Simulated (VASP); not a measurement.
Consider the following.

```yaml
crystal:
  lattice:
    - [0.00000, 2.82500, 2.82500]
    - [2.82500, 0.00000, 2.82500]
    - [2.82500, 2.82500, 0.00000]
  atoms:
    - { symbol: Ga, position: [0.00000, 0.00000, 0.00000] }
    - { symbol: As, position: [0.25000, 0.25000, 0.25000] }
```

These are Bethe-Salpeter equation (Tamm-Dancoff) on G0W0 levels and PBE orbitals, VASP's PBE PAW potentials (set 64) (plane waves; VASP) values and carry that method's errors. Settings: PREC = Normal, 500 eV cut-off, 6×6×6 Γ-centred mesh, Gaussian smearing of 0.010 eV, potentials Ga_d_GW As_GW.

The mesh is coarse, so the spectrum and binding energies are not converged.

The BSE takes 3 valence and 4 conduction bands in the Tamm-Dancoff approximation; the smallest direct G0W0 gap on the mesh is 1.41 eV.

Where does the first bright exciton lie on this mesh?

At 1.36 eV. Its distance from the direct gap isn't converged on a mesh this coarse and overstates the binding.

```tsv
ħω (eV)	ε₂
0.00	0.00
0.40	0.82
0.70	2.11
1.10	12.3
1.40	84.3
1.80	5.95
2.20	5.36
2.50	24.1
2.90	19.4
3.20	4.90
3.60	6.85
3.90	18.0
4.30	43.2
4.70	17.7
5.00	6.12
5.40	4.41
5.70	3.23
6.10	10.4
6.50	5.47
6.80	5.51
7.20	6.49
7.50	3.68
7.90	4.07
8.30	2.36
8.60	2.37
9.00	1.58
9.30	0.74
9.70	0.61
10.10	1.03
10.40	1.50
10.80	0.78
11.10	0.88
11.50	0.83
11.80	0.53
12.20	0.46
12.60	0.14
12.90	0.16
13.30	0.13
13.60	0.14
14.00	0.10
```

The compound is GaAs in the zinc blende structure. The cell was not relaxed at this level.
